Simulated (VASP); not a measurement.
Runs of VASP 6.6.1 on Ag3F. It takes space group Fm-3m (No. 225, cubic). Conventional cell: a = 6.432 Å, b = 6.432 Å, c = 6.432 Å, α = 90.00°, β = 90.00°, γ = 90.00°. Ag (site symmetry -43m) has 4 Ag at 2.79 Å and 4 F at 2.79 Å as nearest neighbours. Around Ag (site symmetry m-3m) lie 8 Ag at 2.79 Å. F (site symmetry m-3m) has 8 Ag at 2.79 Å as nearest neighbours. The cell was built by a generator and needn't be a form met in nature.

| level | gap on the mesh (eV) | pressure (GPa) | relaxed volume (Å³/atom) |
| --- | --- | --- | --- |
| BLYP+D3(BJ) | none | 0.0 | 15.90 |
| BLYP | none | 0.0 | (a) |
| BLYP+D3 | none | -0.1 | 16.47 |
| BLYP+D4 | none | 0.0 | 16.23 |

Alike in all rows: task relaxation of cell and atoms; potentials or basis VASP PAW PBE potentials, release 64 (Ag, F); no spin polarisation; cell relaxed; k mesh 5 × 5 × 5; cutoff (eV) 600; smearing fermi-dirac 0.05 eV.

Q: Fill in the values left out.

A: (a) 17.79.

Caveats: the PAW data sets were made with another functional, which shifts forces and pressure a little; pairwise dispersion overbinds metals, which lowers pressure and volume (some runs).

A k mesh can miss the band edges, and the runs leave out spin-orbit coupling on Ag.

A gap of «none» marks a metal or a gap under the smearing width.
